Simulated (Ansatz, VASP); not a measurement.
Given: the input of a run of VASP 6.6.1 on NbRu3C. The cell comes from a database or a generator and needn't be the stable form of this composition.

The input INCAR:

```
SYSTEM = NbRu3C
ALGO = Normal ; EDIFF = 1E-7
ENCUT = 520 ; GGA = PS
ISIF = 2 ; ISMEAR = -1
KPAR = 2 ; LASPH = .TRUE.
LCHARG = .FALSE. ; LREAL = .FALSE.
LWAVE = .FALSE. ; NBANDS = 38
NELM = 100 ; PREC = Accurate
SIGMA = 0.05
```

KPOINTS

```
k-points
0
G
  7 7 7
  0 0 0
```

Contents of POSCAR:

```
NbRu3C
1.0
    4.0651380000      0.0000000000      0.0000000000
    0.0000000000      4.0651380000      0.0000000000
    0.0000000000      0.0000000000      4.0651380000
Ru Nb C
3 1 1
Direct
    0.5000000000      0.5000000000      0.0000000000
    0.5000000000      0.0000000000      0.5000000000
    0.0000000000      0.5000000000      0.5000000000
    0.0000000000      0.0000000000      0.0000000000
    0.5000000000      0.5000000000      0.5000000000
```

Potentials or basis: VASP PAW PBE potentials, release 64 (Ru_pv, Nb_sv, C).

Run with:

```console
$ cat potpaw_PBE.64/Ru_pv/POTCAR potpaw_PBE.64/Nb_sv/POTCAR potpaw_PBE.64/C/POTCAR > POTCAR
$ mpirun -np 2 vasp_std > vasp.out
```

Problem. Set up the same calculation for Ansatz 0.2.0. Potentials or basis there: Ansatz PAW, cutoff 420 eV.

Solution. As run (cutoffs and basis follow the program's own potentials, and thresholds, step limits or extra output files can differ):

File input.yaml:

```yaml
crystal:
  lattice:
    - [4.065138, 0.0, 0.0]
    - [0.0, 4.065138, 0.0]
    - [0.0, 0.0, 4.065138]
  atoms:
    - { symbol: Ru, position: [0.5, 0.5, 0.0] }
    - { symbol: Ru, position: [0.5, 0.0, 0.5] }
    - { symbol: Ru, position: [0.0, 0.5, 0.5] }
    - { symbol: Nb, position: [0.0, 0.0, 0.0] }
    - { symbol: C, position: [0.5, 0.5, 0.5] }
hamiltonian:
  xc: pbesol
  pseudopotentials: { kind: paw }
kpoints:
  mp_grid: { grid: [7, 7, 7] }
scf:
  occupations: { method: fermi_dirac, width: 0.05 }
output:
  forces: true
  stress: true
  eigenvalues: true
```

Potentials or basis: Ansatz PAW.

Launch:

```sh
$ ansatz run input.yaml --threads 1 --pin off --max-ram 3584MiB --backend cpu --events-out ev --progress --plain --runs-dir out
```

Both were run:

|  | VASP | Ansatz |
| --- | --- | --- |
| Pressure | -11.9 GPa | -11.8 GPa |

Ansatz's pressure holds a Pulay term of +0.12 GPa for its cutoff of 420 eV, which the other run lacks.

The potentials hold 59 and 65 valence electrons a cell.

VASP's potentials were made for PBE. Ansatz's potentials were made for PBE.

Where Ansatz's input types no cutoff or centring, it takes its own default and a Γ-centred mesh.

The cell lies far from this level's equilibrium.

Pressure is positive in compression.
